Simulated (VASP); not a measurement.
Consider the following.

```
CELL_PARAMETERS angstrom
      2.27902    -3.94737     0.00000
      2.27902     3.94737     0.00000
      0.00000     0.00000     7.17900
ATOMIC_POSITIONS crystal
  Mg 0.00000 0.00000 0.00000
  Mg 0.33333 0.66667 0.63293
  Mg 0.66667 0.33333 0.36707
  Sb 0.33333 0.66667 0.22389
  Sb 0.66667 0.33333 0.77611
```

The numbers are results of PBEsol GGA, VASP's PBE PAW potentials (set 64) (plane waves; VASP), not measurements. Numerical set-up: 400 eV cut-off, Gaussian smearing of 0.050 eV, potentials Mg Sb.

Unless said otherwise, spin-orbit coupling is left out, though it shifts the bands of the heavy elements here.

Question: Give the energies of bands 3 to 11 at the high-symmetry points, in eV from the valence-band maximum.

Answer: 
| band | Γ | M | K | A | L | H |
|---|---|---|---|---|---|---|
| 3 | -5.04 | -4.80 | -4.49 | -3.12 | -5.06 | -4.43 |
| 4 | -1.18 | -3.86 | -3.70 | -3.10 | -4.71 | -4.43 |
| 5 | -1.18 | -3.35 | -3.70 | -0.83 | -1.98 | -4.14 |
| 6 | -0.45 | -2.41 | -2.66 | -0.83 | -1.73 | -3.44 |
| 7 | -0.45 | -2.28 | -2.66 | -0.82 | -1.70 | -1.02 |
| 8 | 0.00 | -0.95 | -2.61 | -0.82 | -1.59 | -1.02 |
| 9 | 1.07 | 0.28 | 0.18 | 1.66 | 0.44 | 1.72 |
| 10 | 1.13 | 1.90 | 4.07 | 1.81 | 1.21 | 1.72 |
| 11 | 2.97 | 2.08 | 4.19 | 2.62 | 1.69 | 2.45 |

The gap is indirect, 0.18 eV, from the valence maximum at Γ to the conduction minimum at K.

The compound is Mg3Sb2 in the a-la2o3 structure. It was relaxed first.
